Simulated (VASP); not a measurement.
```
CELL_PARAMETERS angstrom
      6.41807    -1.74595    -0.03136
      6.41807     1.74595    -0.03136
     -2.78262     0.00000     5.36371
ATOMIC_POSITIONS crystal
  Hf 0.25702 0.25702 0.25498
  Hf 0.74298 0.74298 0.74502
  Ni 0.00000 0.00000 0.00000
  S  0.88601 0.88601 0.20931
  S  0.11399 0.11399 0.79069
  S  0.38328 0.38328 0.72081
  S  0.61672 0.61672 0.27919
```

All values below come from PBEsol GGA, VASP's PBE PAW potentials (set 64) (plane waves; VASP 6.6.1). Run with 400 eV cut-off, 10×10×7 Γ-centred mesh, tetrahedra with Blöchl corrections, potentials Hf_pv Ni S.

The cores are frozen, which limits the accuracy of field gradients.

Question: Give the principal components of the electric field gradient (V/Å²) and the asymmetry η at each nucleus.

Answer: 
```tsv
atom	Vxx	Vyy	Vzz	η
Hf1	43.0	21.1	-64.1	0.34
Hf2	43.0	21.1	-64.1	0.34
Ni3	-14.1	-3.5	17.6	0.60
S4	-31.1	-12.2	43.3	0.44
S5	-31.1	-12.2	43.3	0.44
S6	25.5	19.2	-44.7	0.14
S7	25.5	19.2	-44.7	0.14
```

The structure comes from a computed database's Hf2NiS4 entry (C2/m); how it stands against other phases isn't given here. It was relaxed first. The run is not spin-polarised, so no magnetic state was tried.
